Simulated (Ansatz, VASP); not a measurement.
# Cross-check of AlN between VASP and Ansatz, part 2 of 2

Aim: how closely do two programs agree when they are given the same cell, functional and k mesh? The cell is taken from a series of runs on this material, whose earlier steps may have relaxed, scaled, displaced or heated it; both programs get it as it stands.

VASP 6.6.1 and Ansatz 0.2.0.

So far: Starting point; VASP: zone-centre phonons, PBE.

**3. Ansatz: zone-centre phonons, PBE**

Level of this step: Ansatz beside VASP: Kohn-Sham DFT, plane waves, PBE (Ansatz).

Ansatz runs on its default PAW (the set named soft_2) files.

The same cell, functional and mesh now go to Ansatz, which takes its cutoff from its data sets.

input.yaml reads:

```yaml
crystal:
  lattice:
    - [-2.202865404, 0.0, 2.202865404]
    - [0.0, 2.202865404, 2.202865404]
    - [-2.202865404, 2.202865404, 0.0]
  atoms:
    - { symbol: Al, position: [0.0, 0.0, 0.0] }
    - { symbol: "N", position: [0.75, 0.75, 0.75] }
kpoints:
  mp_grid: { grid: [8, 8, 8] }
hamiltonian:
  xc: pbe
scf:
  occupations: { method: fixed }
output:
  eigenvalues: true
phonons:
  method: dfpt
  dielectric: true
  rigid_motions: translations
  qmesh: [4, 4, 4]
  temperatures: { t_max: 1000, t_step: 50 }
  qpath:
    path:
      - [[0.0, 0.0, 0.0], [0.0, 0.5, 0.5], [0.0, 0.625, 0.375]]
      - [[-0.375, 0.375, 0.0], [0.0, 0.0, 0.0], [0.0, 0.5, 0.0], [-0.25, 0.5, 0.25], [0.0, 0.5, 0.5]]
    npoints: 12
```

Started as:

```bash
ansatz run input.yaml --threads 2 --pin off --max-ram 4096MiB --backend cpu --events-out ev --progress --plain --runs-dir out
```

Numbers of over 12 decimals in the logs are rounded to 6 here.

What it wrote:

```text
Warning: phonons: the dynamical matrix that this run interpolates holds no multipole term above the dipole-dipole one, and a site of this crystal is no centre of inversion, so its interpolated transverse optical and acoustic branches and sound speeds can stay off near Gamma, and the density of states and the thermodynamics with them. What a run solves at a wave vector of phonons.qpoints, Gamma apart, where the deck admits one, is free of this, and under fd what a larger phonons.supercell samples
Engine: ansatz 0.2.0, x86_64-unknown-linux-gnu
Pseudopotentials: kind: paw
Pseudopotential: Al, paw, valence charge 3, recommended cutoff 420 eV (normal), Al.paw.azcp
Pseudopotential: N, paw, valence charge 5, recommended cutoff 420 eV (normal), N.paw.azcp
Functional definition: PBE
  parameter kappa = 0.804
  parameter beta = 0.066725
  exchange = pbe_x(kappa = kappa, mu = beta*pi^2/3)
  correlation = pbe_c(beta = beta)
Crystal: 2 atoms, lattice volume = 21.379 Å³
Basis set: ecut = 420 eV, 411 PW (Γ), exchange–correlation on 48×48×48 points (8 copies of the dense FFT grid, shifted against one another)
Bands: 8, of which v1, the nominal top of the filled ones, is band 4 counted from 1 (3 counted from 0)
Symmetry: 24 space group operations
k-points: 95 of 512 (irreducible under 4 space group operations, time reversal used)
Non-local potential: Al, projectors of the file, l = 0: 2, l = 1: 2, l = 2: 1
Non-local potential: N, projectors of the file, l = 0: 2, l = 1: 2, l = 2: 1
PAW form: soft (Blöchl's): semilocal exchange-correlation on the pseudo side does not see the compensation charge
PAW one-centre angular grid: Al, 110 points (default); XC on 64 Gauss nodes
PAW one-centre angular grid: N, 110 points (default); XC on 64 Gauss nodes
Initial density: superposition of atomic densities (neutral atoms: chi_scale 0, normalization atom), corrected by the library's trained network
Initial wavefunctions: pseudopotential atomic-orbital guess
Functional: x = pbe(κ = 0.804, μ = 0.219515), c = pbe(β = 0.066725)
SCF iter   1: F=—  HF=-924.210834 eV  |F-HF|=—  |Δ(HF+E_count)|=         —  Δρ=6.97e-4  dr2=3.55e-5  ethr=1.77e-3  ⟨swp⟩=4.7  Hψ=5023  notcnv=0  defer=33
preconditioner: auto → none  [insulator: Δε(μ)=3.313 eV  Ē_g=15.155 eV  n_scr=0 (ndim 8)  ℏωp=22.7 eV  f_vac=0.000  ε∞_Penn≈3.2]
SCF iter   2: F=—  HF=-924.210928 eV  |F-HF|=—  |Δ(HF+E_count)|=   9.41e-5  Δρ=3.33e-4  dr2=8.03e-6  ethr=4.44e-7  ⟨swp⟩=2.0  Hψ=2086  notcnv=0  defer=188
SCF iter   3: F=—  HF=-924.210963 eV  |F-HF|=—  |Δ(HF+E_count)|=   3.57e-5  Δρ=1.64e-4  dr2=4.13e-6  ethr=1.00e-7  ⟨swp⟩=2.0  Hψ=1140  notcnv=0  defer=26
SCF iter   4: F=—  HF=-924.210964 eV  |F-HF|=—  |Δ(HF+E_count)|=   3.07e-7  Δρ=1.72e-5  dr2=1.92e-8  ethr=5.16e-8  ⟨swp⟩=2.6  Hψ=1107  notcnv=0
SCF iter   5: F=—  HF=-924.210963 eV  |F-HF|=—  |Δ(HF+E_count)|=   4.06e-7  Δρ=3.20e-6  dr2=8.73e-10  ethr=2.40e-10  ⟨swp⟩=2.2  Hψ=1089  notcnv=0
SCF iter   6: F=-924.210963 eV  HF=-924.210963 eV  |F-HF|=1.53e-11  |Δ(HF+E_count)|=   1.91e-9  Δρ=2.88e-7  dr2=6.56e-12  ethr=1.25e-12  ⟨swp⟩=6.8  Hψ=3839  notcnv=0
SCF 1 converged in 6 iterations: F = -924.210963 eV  dr2 = 6.56e-12
  greatest PAW one-centre occupation: 0.787 electrons in one spin orbital (limit 2), on the N atom at site 1 (counted from 0), in its partial waves of l = 0
DFPT response loops at Γ: preconditioner auto → none (the input reference at scf.mixing.eps_inf says where Resta's filter doesn't serve); β = 0.50; Broyden in place of MSR1
── the response to a field inside a basis, on 8×8×8 k-points: an SCF that follows is theirs, and a resumed run solves both again ──
Bands: 5, of which v1, the nominal top of the filled ones, is band 4 counted from 1 (3 counted from 0)
k-points: 60 of 512 (irreducible under 6 space group operations, time reversal used)
Initial density: handed on by an earlier stage of this run
Initial wavefunctions: pseudopotential atomic-orbital guess (no wavefunctions were taken with the density)
Eigensolver: Dense (60 Hₖ)
SCF iter   1: F=—  HF=-924.213905 eV  |F-HF|=—  |Δ(HF+E_count)|=         —  Δρ=4.72e-4  dr2=6.06e-6  ethr=1.00e-1
preconditioner: auto → none  [insulator: Δε(μ)=3.564 eV  Ē_g=11.237 eV  n_scr=0 (ndim 8)  ℏωp=22.7 eV  f_vac=0.000  ε∞_Penn≈5.1]
SCF iter   2: F=—  HF=-924.213917 eV  |F-HF|=—  |Δ(HF+E_count)|=   1.19e-5  Δρ=2.30e-4  dr2=1.78e-6  ethr=7.57e-8
SCF iter   3: F=—  HF=-924.213921 eV  |F-HF|=—  |Δ(HF+E_count)|=   4.58e-6  Δρ=8.20e-5  dr2=8.84e-7  ethr=2.22e-8
SCF iter   4: F=-924.213921 eV  HF=-924.213921 eV  |F-HF|=4.73e-9  |Δ(HF+E_count)|=   3.91e-8  Δρ=8.07e-6  dr2=3.67e-9  ethr=1.11e-8
SCF 1 converged in 4 iterations: F = -924.213921 eV  dr2 = 3.67e-9
DFPT response loops at Γ: mixed as the last ones told, above
NSCF: frozen V_eff on 29 k-points
NSCF: frozen V_eff on 576 k-points
DFPT response loops at q = (0, 0, 0.25) (fractional): mixed as the last ones told, above
NSCF: frozen V_eff on 300 k-points
DFPT response loops at q = (0, 0, -0.5) (fractional): mixed as the last ones told, above
NSCF: frozen V_eff on 328 k-points
DFPT response loops at q = (0, 0.25, 0.25) (fractional): mixed as the last ones told, above
NSCF: frozen V_eff on 1024 k-points
DFPT response loops at q = (0, 0.25, -0.5) (fractional): mixed as the last ones told, above
[...]
Internal energy: -924.210963 eV  (E = F + TS)
E sigma→0 (E₀):  -924.210963 eV
Fermi energy:    6.704061 eV
--- Per-component energies (eV) ---
  E_band       = 13.622378
  E_kinetic    = 158.373074
  E_local      = -225.159732  (includes V_loc(G=0)·N_el)
  E_nonlocal   = 55.287442
  E_hartree    = 77.894398
  E_xc         = -101.521228
  E_vxc        = -107.550694  (∫ρ·V_xc dr)
  E_paw        = -595.022448  (= ΣΔE_a)
  E_vpaw       = -23.116614  (= ΣTr[D̂ρ^β])
  E_aug_tail   = 0.000097  (compensation charges beyond the density's cutoff)
  E_ewald      = -294.062566
  E_smearing   = -0.000000  (= −TS)
  E_closure    = -0.000000  (closes the sum)
  Σ components = -924.210963   (vs F -924.210963, Δ=0.00e0)
--- Band table (eV; the first three rows and the last of 95) ---
  k-point 0: bands = ["-8.1168", "6.7041", "6.7041", "6.7041", "10.6645", "19.0317", "19.0317", "19.0317"]
  k-point 1: bands = ["-7.8969", "5.5283", "6.6263", "6.6263", "11.6166", "18.4586", "19.1989", "19.1989"]
  k-point 2: bands = ["-7.2951", "3.4866", "6.4512", "6.4512", "12.9378", "17.4524", "18.8244", "18.8244"]
  k-point 94: bands = ["-5.5382", "1.8861", "4.9627", "4.9627", "10.0151", "15.1690", "20.3148", "22.1029"]
--- Phonons (Γ-DFPT): 2 representative perturbations + reference, on 95 of 512 k-points (Σ response iterations 6) ---
  k mesh reduced under 4 symmetry operations, with k and −k counted as one. Each operation leaves every solved perturbation unchanged. A smaller set is not considered because the run solves the response to a homogeneous field
  ASR residual: 5.970e-5 → 0.000e0 eV/Å²; symmetrization residual: 6.403e-8 eV/Å²
  ASR residual per site (eV/Å²): 3.77e-5 5.97e-5
  Γ frequencies (cm⁻¹): 0.00 0.00 0.00 633.07 633.07 633.07
  ε∞ (high-frequency dielectric tensor):
        4.628337     0.000000     0.000000
        0.000000     4.628337     0.000000
        0.000000     0.000000     4.628337
  ε⁰ (static dielectric tensor: ions relaxed, cell fixed):
        8.676925     0.000000     0.000000
        0.000000     8.676925     0.000000
        0.000000     0.000000     8.676925
  ε⁰ − ε∞ (ionic part):
        4.048589    -0.000000     0.000000
       -0.000000     4.048589     0.000000
        0.000000     0.000000     4.048589
  softest optical mode at Γ: 633.07 cm⁻¹; the repairs (sum rule, projections) moved no ω² at Γ by more than (1.08 cm⁻¹)²
  Born effective charges Z* (e; rows j = field, columns β = displacement):
    site 0:
         2.54955   -0.00000    0.00000
        -0.00000    2.54955   -0.00000
         0.00000    0.00000    2.54955
    site 1:
        -2.54955    0.00000   -0.00000
         0.00000   -2.54955    0.00000
        -0.00000   -0.00000   -2.54955
  Z* charge neutrality: 8.277e-4 e pre-enforcement
  solved inside a basis spanned on kpoints, on 8×8×8 k-points, its susceptibility summed on 12×12×12: ε∞ is read to err by 1.2e-2, Z* by 9.0e-3 e (field_mesh: kpoints solves on kpoints); Z* is corrected for what the basis lacks
  optical modes at Γ without the LO–TO term, one row a degenerate level:
      ω (cm⁻¹)  modes    IR ((D/Å)²/amu)
        633.07      3            48.7932
  optical modes at Γ + LO–TO along q̂ = [1.0000, 0.0000, 0.0000]:
      ω (cm⁻¹)  modes    IR ((D/Å)²/amu)
        633.07      2            32.5288
        866.80      1            16.2644
  optical modes at Γ + LO–TO along q̂ = [0.0000, 1.0000, 0.0000]:
      ω (cm⁻¹)  modes    IR ((D/Å)²/amu)
        633.07      2            32.5288
        866.80      1            16.2644
  optical modes at Γ + LO–TO along q̂ = [0.0000, 0.0000, 1.0000]:
      ω (cm⁻¹)  modes    IR ((D/Å)²/amu)
        633.07      2            32.5288
        866.80      1            16.2644
--- Phonons (arbitrary-q DFPT): 8 irreducible q on the 4×4×4 mesh ---
  q = [0.0000, 0.0000, 0.0000] (star 1, of the zone-centre solve; hermiticity 9.42e-9, symmetrization 3.66e-15): 0.00 0.00 0.00 633.07 633.07 633.07
  q = [0.0000, 0.0000, 0.2500] (star 8, 2 solved perturbations on 288 of 512 k-point pairs; hermiticity 4.56e-8, symmetrization 1.07e-14): 162.71 162.71 357.28 628.67 628.67 811.51
  q = [0.0000, 0.0000, -0.5000] (star 4, 2 solved perturbations on 150 of 512 k-point pairs; hermiticity 5.53e-8, symmetrization 1.08e-14): 225.49 225.49 562.87 622.90 622.90 706.35
  q = [0.0000, 0.2500, 0.2500] (star 6, 4 solved perturbations in 528 linear systems a pass and spin channel, the states on 164 of 512 k-point pairs; hermiticity 3.35e-8, symmetrization 4.22e-15): 242.51 242.51 341.61 636.93 636.93 813.55
  q = [0.0000, 0.2500, -0.5000] (star 24, 4 solved perturbations in 1600 linear systems a pass and spin channel, the states on 512 of 512 k-point pairs; hermiticity 2.89e-8, symmetrization 1.11e-14): 290.13 354.54 493.97 629.78 652.81 716.67
  q = [0.0000, 0.2500, -0.2500] (star 12, 4 solved perturbations in 904 linear systems a pass and spin channel, the states on 288 of 512 k-point pairs; hermiticity 9.43e-8, symmetrization 9.33e-15): 238.44 351.94 444.31 620.72 658.54 741.36
  q = [0.0000, -0.5000, -0.5000] (star 3, 4 solved perturbations in 308 linear systems a pass and spin channel, the states on 95 of 512 k-point pairs; hermiticity 3.99e-8, symmetrization 6.08e-15): 331.65 331.65 572.78 636.49 636.49 693.17
  q = [0.2500, -0.5000, -0.2500] (star 6, 4 solved perturbations in 502 linear systems a pass and spin channel, the states on 164 of 512 k-point pairs; hermiticity 2.87e-8, symmetrization 2.68e-15): 361.91 408.11 494.66 636.00 641.34 695.14
  sum rule: each row above includes the acoustic sum rule's correction from the zone centre's row sums; it moved no ω² by more than (1.08 cm⁻¹)²
  mesh force constants: q→R imaginary residual 3.42e-18; ASR residual 5.970e-5 → 0.000e0 eV/Å²; symmetrization residual 1.066e-14 eV/Å²
  interpolated dispersion: 75 rows × 6 modes
  density of states and harmonic sums: on the 24×24×24 q-mesh, interpolated from the force constants of a 4×4×4 supercell (with the dipole–dipole term)
  largest difference from the sums on the solved wave vectors: F 7.45e-3 eV, S 1.15e-5 and C_V 3.95e-6 eV/K
  zero-point energy: 0.188663 eV/cell   skipped modes (ω ≤ 0): 3   left out of the sums: 3.62e-5 of the cell's modes: C_V's classical limit lies that fraction below 3 k_B per atom; for a crystal, a wire or a layer, F and S can be off by more, and a phonons.interpolated_qmesh denser along its periods is the remedy for the sampling
[key lines of the parts left out:]
SCF converged after 6 iterations
Free energy (F): -924.210963 eV
```

The column dr2 measures how far the density is from self-consistency, as an energy; F and HF (Harris–Foulkes) agree once it is small.

**4. Differences**

Known differences besides the potentials themselves: fixed occupations in Ansatz, narrow Gaussian smearing in VASP; VASP's run holds the zone centre alone; VASP's response is taken on the typed mesh, Ansatz refines its own for the field response alone; the cutoff is 420 eV in Ansatz and 600 eV in VASP. Total energies have different zeros and are not compared.

Compared:

| quantity | Ansatz | VASP | difference |
| --- | --- | --- | --- |
| ε∞ xx | 4.63 | 4.64 | -0.31 % |
| ε∞ yy | 4.63 | 4.64 | -0.31 % |
| ε∞ zz | 4.63 | 4.64 | -0.31 % |
| Born charge of Al1 (mean of the diagonal) (e) | 2.55 | 2.54 | +0.01 |
| Born charge of N2 (mean of the diagonal) (e) | -2.55 | -2.54 | -0.01 |
| optical mode 1 to 3 (cm⁻¹) | 633.1 | 634.2 | -0.17 % |

Modes are paired by rising frequency, not by their patterns, so a pair may set unlike modes beside each other; they are those without the splitting of longitudinal modes.

**5. Results**

| Quantity | Value |
| --- | --- |
| r.m.s. difference of the optical zone-centre modes, each program's sorted by frequency (zone-centre phonons, PBE) | 1.1 cm⁻¹ |

The r.m.s. difference of the optical zone-centre modes, each program's sorted by frequency is 1.1 cm⁻¹ (zone-centre phonons, PBE). Such differences can come from data sets, numerical settings and the points named under the comparisons, not from the functional's error against experiment.

[Lines on the potential files, build, host, timing and source positions are cut from VASP's logs without a mark.]

[Logs are printed without paths, hosts, clocks, repeated set-up lines and the standing remarks that a program may print on its own settings, such as how far it seeks lower states.]

[Hosts, paths, dates, database ids (printed as entryN), source tags and the programs' standing remarks are cut or masked in the printed files.]
